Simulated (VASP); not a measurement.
ZnS:

```
CELL_PARAMETERS angstrom
0.00000 2.70200 2.70200
2.70200 0.00000 2.70200
2.70200 2.70200 0.00000
ATOMIC_POSITIONS crystal
Zn 0.25000 0.25000 0.25000
S 0.00000 0.00000 0.00000
```

| Item | Value |
| --- | --- |
| Program | VASP 6.6.1 |
| Task | relaxation of cell and atoms |
| Functional | PBE |
| Potentials or basis | VASP PAW PBE potentials, release 64 (Zn, S) |
| Cutoff | 520 eV |
| k mesh | 10 × 10 × 10 |
| Occupations | gaussian, width 0.02 eV |
| Spin | no spin polarisation |

At the start: pressure 1.8 GPa; volume 19.73 Å³/atom.

Task: Where does the relaxation end?

Result: Over 3 steps the energy falls by 2.5 meV/atom and the volume is 20.20 Å³/atom (+2.4 %); space group F-43m (No. 216, to 0.05 Å).

Step by step:
```csv
step,energy change (eV),largest force (eV/Å),pressure (GPa),volume (Å³)
1,0.0000,0.0000,1.76,39.45
2,-0.0046,0.0000,-0.49,40.70
3,-0.0051,0.0000,0.00,40.41
```

Final structure:
```cif
data_structure
_symmetry_space_group_name_H-M 'P 1'
_symmetry_Int_Tables_number 1
_cell_length_a 3.8517
_cell_length_b 3.8517
_cell_length_c 3.8517
_cell_angle_alpha 60.000
_cell_angle_beta 60.000
_cell_angle_gamma 60.000
_cell_volume 40.41
loop_
_atom_site_label
_atom_site_type_symbol
_atom_site_fract_x
_atom_site_fract_y
_atom_site_fract_z
_atom_site_occupancy
Zn1 Zn 0.25000 0.25000 0.25000 1
S1 S 0.00000 0.00000 0.00000 1
```
